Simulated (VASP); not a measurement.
Here is the system:

```
Ir2As
1.0
    3.88884     0.00000     0.00000
    0.00000     3.88884     0.00000
    0.00000     0.00000     5.93377
Ir As
4 2
Direct
  0.00000   0.00000   0.00000
  0.50000   0.50000   0.00000
  0.50000   0.00000   0.27000
  0.00000   0.50000   0.73000
  0.50000   0.00000   0.70000
  0.00000   0.50000   0.30000
```

Level of theory: PBE GGA, VASP's PBE PAW potentials (set 64) (plane waves; VASP). Numerical set-up: 300 eV cut-off, 5×5×3 Γ-centred mesh, Gaussian smearing of 0.050 eV, potentials Ir As.

Give the energies of bands 13 to 26 at the high-symmetry points, in eV from the Fermi level.

| band | Γ | X | M | Z | R | A |
|---|---|---|---|---|---|---|
| 13 | -3.32 | -4.58 | -3.87 | -3.76 | -4.58 | -4.09 |
| 14 | -3.21 | -4.58 | -3.87 | -3.76 | -4.58 | -4.09 |
| 15 | -3.21 | -2.98 | -3.40 | -3.59 | -2.42 | -4.04 |
| 16 | -2.90 | -2.98 | -3.40 | -3.35 | -2.42 | -4.04 |
| 17 | -1.89 | -2.23 | -3.37 | -3.35 | -2.40 | -1.74 |
| 18 | -1.60 | -2.23 | -3.37 | -3.15 | -2.40 | -1.74 |
| 19 | -1.60 | -1.91 | -2.83 | -1.63 | -1.49 | -1.71 |
| 20 | -1.27 | -1.91 | -2.83 | -0.88 | -1.49 | -1.71 |
| 21 | -1.27 | -0.73 | -0.99 | -0.87 | -0.48 | -1.65 |
| 22 | -1.05 | -0.73 | -0.99 | -0.01 | -0.48 | -1.65 |
| 23 | -0.78 | 0.50 | -0.33 | 0.31 | -0.37 | -1.28 |
| 24 | -0.60 | 0.50 | -0.33 | 0.67 | -0.37 | -1.28 |
| 25 | 0.15 | 0.82 | 0.09 | 0.67 | 1.47 | 0.12 |
| 26 | 0.15 | 0.82 | 0.09 | 0.81 | 1.47 | 0.12 |

It has no gap at this level: it comes out as a metal or semimetal.

The structure was generated: AsIr2 was put into an ordered model structure, which need not be its known phase. The cell was not relaxed at this level. The k-mesh is coarse (spacing up to 0.35 per Å, 2π included), so the numbers may not be converged in it.
